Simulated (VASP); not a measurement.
Given:

```
CELL_PARAMETERS angstrom
      3.96730     0.00000     0.00000
      0.00000     3.96730     0.00000
      0.00000     0.00000     3.96730
ATOMIC_POSITIONS crystal
  Ti 0.00000 0.00000 0.00000
  Pt 0.00000 0.50000 0.50000
  Pt 0.50000 0.00000 0.50000
  Pt 0.50000 0.50000 0.00000
```

Calculation: AM05 GGA, VASP's PBE PAW potentials (set 64) (plane waves; VASP). Settings: 520 eV cut-off, 8×8×8 Γ-centred mesh, first-order Methfessel-Paxton smearing of 0.10 eV, potentials Ti_sv Pt.

Unless said otherwise, spin-orbit coupling is left out, though it shifts the bands of the heavy elements here.

### Question
What does the run give for the energy per atom (σ→0), pressure, band gap (on the k-mesh) with the smallest direct gap where there is one?

### Answer

The band gap (on the k-mesh) is none (metal, semimetal or under 0.01 eV). The energy per atom (σ→0) comes out as -7.858 eV/atom and the pressure comes out as -13.52 GPa.

The compound is Pt3Ti in the L1_2 structure. This cell is one point of a volume scan, at 1.06 of the reference volume.
